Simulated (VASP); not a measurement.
**AuZn: stress against strain**

AuZn (CsCl type, Pm-3m, 15.289 Å³/atom and stress up to 0.30 GPa in the relaxed cell, cube axes along x, y and z) under an equal strain ε along x and y, with z held. PBEsol in VASP (plane waves, PAW), 480 eV, 14×14×14 Γ-centred mesh, Methfessel-Paxton smearing 0.10 eV; ions are relaxed, or left where forces stay under 0.02 eV/Å, within the symmetry of each cell. Stress is positive for a compressed cell.

Here s stands for strain and y for stress xx.

| strain (%) | stress xx (GPa) |
|---|---|
| -1.50 | 4.91 |
| -1.00 | 3.18 |
| -0.50 | 1.67 |
| 0.00 | 0.30 |
| 0.50 | -0.97 |
| 1.00 | -2.18 |
| 1.50 | -3.36 |
| 3.00 | ? |

The 7 complete rows are fitted with a straight line, y against s. Means: s 0, y 0.507. About the means, the sum of products is -19.085 and the sum of squares of s is 7.0000; the slope is their ratio. Least squares gives y = 0.507 - 2.7264·s. Residuals (row less fit): 0.313, -0.053, -0.200, -0.207, -0.114, 0.039, 0.223; standard error 0.223 (degrees of freedom: 5). The slope gives the elastic constants C11 + C12 = about 270 GPa.

Q: Predict the withheld y at s = 3.00 from the fit, and compare with the calculation.

A: y = 0.507 - 2.7264 × 3.0 = -7.672 GPa. The calculation gives -6.78 GPa, 0.892 GPa above the prediction (7.6 % of the range of y in the table). The row lies outside the fitted rows, so this is an extrapolation. From the scatter of the fitted rows alone, a prediction at this place has a standard error of 0.347 GPa, so the miss is 2.6 times that.

A polynomial of degree 2 through the 12 other runs of the series gives -6.35 there. In a metal these values are sensitive to mesh and smearing; energies are taken to zero smearing, stresses follow the free energy. Spin-orbit coupling is left out, which can shift these values for the heavy elements here. For AuZn: the electron count is odd and the run is not spin-polarised, which forces a metal. Rows are the converged runs of the series near zero and its far end, less any whose ions stayed unrelaxed beside relaxed ones; series whose fitted rows scatter by over a few per cent of the range, as at a crossing or softening among them, aren't shown in this form. Most that stay on the fit to the last digits aren't either.
